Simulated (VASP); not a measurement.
VASP input:

### POSCAR
```
CdHg3Te4
1
    6.5130905614     0.0000000000    -0.0000000000
   -0.0000000000     6.5130905614     0.0000000000
    0.0000000000    -0.0000000000     6.5130905614
Cd Hg Te
1 3 4
Direct
  0.0000000000   0.0000000000   0.0000000000
  0.0000000000   0.5000000000   0.5000000000
  0.5000000000   0.0000000000   0.5000000000
  0.5000000000   0.5000000000   0.0000000000
  0.2497822032   0.2497822032   0.2497822032
  0.2497822032   0.7502177968   0.7502177968
  0.7502177968   0.7502177968   0.2497822032
  0.7502177968   0.2497822032   0.7502177968
```

### INCAR
```
! general
SYSTEM =CdHg3Te4
PREC   =Accurate
ENCUT  =400
LREAL  =.FALSE.
LASPH  =.TRUE.

! electronic loop
EDIFF  =1E-6
NELM   =100
ALGO   =Normal
LMAXMIX=6

! smearing
ISMEAR =1
SIGMA  =0.1

! functional
GGA    =PS

! ions
IBRION =2
NSW    =60
ISIF   =3
EDIFFG =-0.02

! output
LWAVE  =.FALSE.
LCHARG =.FALSE.
```

KPOINTS:
```
Automatic mesh
0
Gamma
5 5 5
0 0 0
```

POTCAR, in this order: Cd Hg Te (PBE.64 set). Program: vasp_std.

Question: Write an equivalent input for Ansatz.

Answer: One equivalent input (not run):
Ansatz 0.2 input:
```yaml
crystal:
  lattice:
    - [6.5130906, 0.0000000, 0.0000000]
    - [0.0000000, 6.5130906, 0.0000000]
    - [0.0000000, 0.0000000, 6.5130906]
  atoms:
    - { symbol: Cd, position: [0.0000000, 0.0000000, 0.0000000] }
    - { symbol: Hg, position: [0.0000000, 0.5000000, 0.5000000] }
    - { symbol: Hg, position: [0.5000000, 0.0000000, 0.5000000] }
    - { symbol: Hg, position: [0.5000000, 0.5000000, 0.0000000] }
    - { symbol: Te, position: [0.2497822, 0.2497822, 0.2497822] }
    - { symbol: Te, position: [0.2497822, 0.7502178, 0.7502178] }
    - { symbol: Te, position: [0.7502178, 0.7502178, 0.2497822] }
    - { symbol: Te, position: [0.7502178, 0.2497822, 0.7502178] }
kpoints:
  mp_grid: { grid: [5, 5, 5] }
hamiltonian:
  xc: pbesol
  pseudopotentials: { kind: paw }
scf:
  occupations: { method: methfessel_paxton, width: 0.1 }
  max_iter: 100
relax:
  max_steps: 60
  f_tol: 0.02
  cell: {}
output: { forces: true, stress: true, eigenvalues: true }
```
Limits of the translation: each code has its own PAW files, so the cut-off isn't converted (ENCUT is set for VASP's; basis.ecutwfc is left out, and Ansatz then takes the one that its files recommend); Ansatz stops its SCF on the density residual and VASP on the energy change (EDIFF).

The structure comes from a computed database's CdHg3Te4 entry (P-43m); how it stands against other phases isn't given here. This run relaxes it. Symmetry was kept, so distortions that lower it aren't found. The start is the result of an earlier pass.
